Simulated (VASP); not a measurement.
Computed with r2SCAN+rVV10, VASP's PBE PAW potentials (set 64) (plane waves; VASP 6.6.1).

A VASP calculation is set up with these files.

INCAR:
```
ALGO = Normal
BPARAM = 11.95
CPARAM = 0.0093
EDIFF = 1E-6
EDIFFG = -0.01
ENCUT = 520
IBRION = 2
ISIF = 3
ISMEAR = 0
LASPH = .TRUE.
LCHARG = .FALSE.
LMIXTAU = .TRUE.
LREAL = .FALSE.
LUSE_VDW = .TRUE.
LWAVE = .FALSE.
METAGGA = R2SCAN
NELM = 100
NSW = 60
PREC = Accurate
SIGMA = 0.05
SYSTEM = BP
```

POSCAR:
```
BP
1
    0.0000000000     2.2700000000     2.2700000000
    2.2700000000     0.0000000000     2.2700000000
    2.2700000000     2.2700000000     0.0000000000
B P
1 1
Direct
  0.0000000000   0.0000000000   0.0000000000
  0.2500000000   0.2500000000   0.2500000000
```

**KPOINTS**
```
Automatic mesh
0
Gamma
9 9 9
0 0 0
```

POTCAR, in this order: B P (PBE.64 set). Program: vasp_std.

Output of the run:

### OUTCAR
```
 ion  position               nearest neighbor table
   1  0.000  0.000  0.000-   2 1.97   2 1.97   2 1.97   2 1.97
   2  0.250  0.250  0.250-   1 1.97   1 1.97   1 1.97   1 1.97
  LATTYP: Found a face centered cubic cell.
 ALAT       =     4.5400000000
 Subroutine PRICEL returns:
 Original cell was already a primitive cell.
 Subroutine GETGRP returns: Found 24 space group operations
The static configuration has the point symmetry T_d .
The dynamic configuration has the point symmetry T_d .
 Subroutine INISYM returns: Found 24 space group operations
 Subroutine IBZKPT returns following result:
 Found     35 irreducible k-points:

 Following reciprocal coordinates:
            Coordinates               Weight
  0.000000  0.000000  0.000000      1.000000
  0.111111  0.000000  0.000000      8.000000
  0.222222  0.000000  0.000000      8.000000
  0.333333  0.000000  0.000000      8.000000
  0.444444  0.000000  0.000000      8.000000
  0.111111  0.111111  0.000000      6.000000
  0.222222  0.111111  0.000000     24.000000
  0.333333  0.111111  0.000000     24.000000
  0.444444  0.111111  0.000000     24.000000
...
```

### OSZICAR
```
       N       E                     dE             d eps       ncg     rms          rms(c)
DAV:   1     0.419443747847E+01    0.41944E+01   -0.41221E+03   560   0.917E+02
DAV:   2    -0.188226378613E+02   -0.23017E+02   -0.21619E+02   816   0.112E+02
DAV:   3    -0.190914977588E+02   -0.26886E+00   -0.26886E+00   728   0.158E+01
DAV:   4    -0.190920129707E+02   -0.51521E-03   -0.51521E-03   848   0.694E-01
DAV:   5    -0.190920131801E+02   -0.20934E-06   -0.20934E-06   728   0.120E-02    0.792E+00
DAV:   6    -0.171973468330E+02    0.18947E+01   -0.12834E+00   824   0.808E+00    0.486E+00
DAV:   7    -0.170785086511E+02    0.11884E+00   -0.47382E-01   568   0.479E+00    0.122E+00
DAV:   8    -0.170929164619E+02   -0.14408E-01   -0.21683E-01   632   0.458E+00    0.540E-01
DAV:   9    -0.171941397693E+02   -0.10122E+00   -0.16665E-02   632   0.125E+00    0.314E-01
DAV:  10    -0.171996502118E+02   -0.55104E-02   -0.78422E-04   808   0.288E-01    0.281E-01
DAV:  11    -0.172237980646E+02   -0.24148E-01   -0.66126E-03   560   0.986E-01    0.553E-02
DAV:  12    -0.172247115000E+02   -0.91344E-03   -0.25716E-03   776   0.543E-01    0.486E-02
DAV:  13    -0.172248333115E+02   -0.12181E-03   -0.76438E-05   560   0.103E-01    0.211E-02
DAV:  14    -0.172249056657E+02   -0.72354E-04   -0.25239E-05   688   0.653E-02    0.218E-02
DAV:  15    -0.172249524524E+02   -0.46787E-04   -0.69622E-05   560   0.740E-02    0.366E-03
DAV:  16    -0.172249621261E+02   -0.96737E-05   -0.33332E-06   600   0.216E-02    0.311E-03
DAV:  17    -0.172249612217E+02    0.90434E-06   -0.15643E-07   280   0.466E-03
   1 F= -.17224961E+02 E0= -.17224961E+02  d E =-.172250E+02
       N       E                     dE             d eps       ncg     rms          rms(c)
DAV:   1    -0.172261815636E+02   -0.12194E-02   -0.64538E-02   648   0.205E+00    0.362E-01
DAV:   2    -0.172254081783E+02    0.77339E-03   -0.32094E-03   792   0.452E-01    0.198E-01
DAV:   3    -0.172251003272E+02    0.30785E-03   -0.79159E-04   584   0.265E-01    0.654E-02
DAV:   4    -0.172253034484E+02   -0.20312E-03   -0.16507E-04   592   0.129E-01    0.590E-02
DAV:   5    -0.172251566659E+02    0.14678E-03   -0.99094E-05   576   0.103E-01    0.209E-02
DAV:   6    -0.172253006677E+02   -0.14400E-03   -0.76471E-05   560   0.887E-02    0.138E-02
DAV:   7    -0.172253095379E+02   -0.88702E-05   -0.62859E-06   640   0.282E-02    0.998E-03
DAV:   8    -0.172253101350E+02   -0.59709E-06   -0.47115E-07   296   0.770E-03
   2 F= -.17225310E+02 E0= -.17225310E+02  d E =-.348913E-03
       N       E                     dE             d eps       ncg     rms          rms(c)
DAV:   1    -0.172260704690E+02   -0.76093E-03   -0.12429E-02   632   0.897E-01    0.157E-01
DAV:   2    -0.172259233233E+02    0.14715E-03   -0.62717E-04   808   0.200E-01    0.866E-02
DAV:   3    -0.172258636007E+02    0.59723E-04   -0.15160E-04   584   0.117E-01    0.271E-02
DAV:   4    -0.172259002362E+02   -0.36635E-04   -0.33886E-05   576   0.578E-02    0.249E-02
DAV:   5    -0.172258726022E+02    0.27634E-04   -0.18793E-05   576   0.451E-02    0.939E-03
DAV:   6    -0.172258965939E+02   -0.23992E-04   -0.14559E-05   560   0.390E-02    0.597E-03
DAV:   7    -0.172258985730E+02   -0.19791E-05   -0.12638E-06   528   0.129E-02    0.409E-03
DAV:   8    -0.172258984595E+02    0.11348E-06   -0.87968E-08   280   0.336E-03
   3 F= -.17225898E+02 E0= -.17225898E+02  d E =-.937238E-03
```

OUTCAR:
```
------------------------ aborting loop because EDIFF is reached ----------------------------------------
  FORCE on cell =-STRESS in cart. coord.  units (eV):
  Direction    XX          YY          ZZ          XY          YZ          ZX
  --------------------------------------------------------------------------------------
  Total        0.0009150      0.0009150      0.0009150      0.0000000      0.0000000     -0.0000000
  in kB        0.0632095      0.0632095      0.0632095      0.0000000      0.0000000     -0.0000000
  external PRESSURE =       0.0632095 kB  Pullay stress =       0.0000000 kB
  volume of cell :       23.19
      direct lattice vectors                 reciprocal lattice vectors
     0.000000000  2.263423657  2.263423657    -0.220904292  0.220904292  0.220904292
     2.263423657  0.000000000  2.263423657     0.220904292 -0.220904292  0.220904292
     2.263423657  2.263423657 -0.000000000     0.220904292  0.220904292 -0.220904292
  FREE ENERGIE OF THE ION-ELECTRON SYSTEM (eV)
  ---------------------------------------------------
  free  energy   TOTEN  =       -17.2258984595 eV

  energy  without entropy=      -17.2258984595  energy(sigma->0) =      -17.22589846

 reached required accuracy - stopping structural energy minimisation
```
(Selected blocks of OUTCAR.)

**CONTCAR**
```
BP
   1.00000000000000
     0.0000000000000000    2.2634236574195663    2.2634236574195663
     2.2634236574195663    0.0000000000000000    2.2634236574195663
     2.2634236574195663    2.2634236574195663   -0.0000000000000000
  B               P
     1     1
Direct
     0.0000000000000000    0.0000000000000000    0.0000000000000000
     0.2500000000000000    0.2500000000000000    0.2500000000000000
```

The compound is BP in the zinc blende structure. This run relaxes it. Symmetry was kept, so distortions that lower it aren't found.
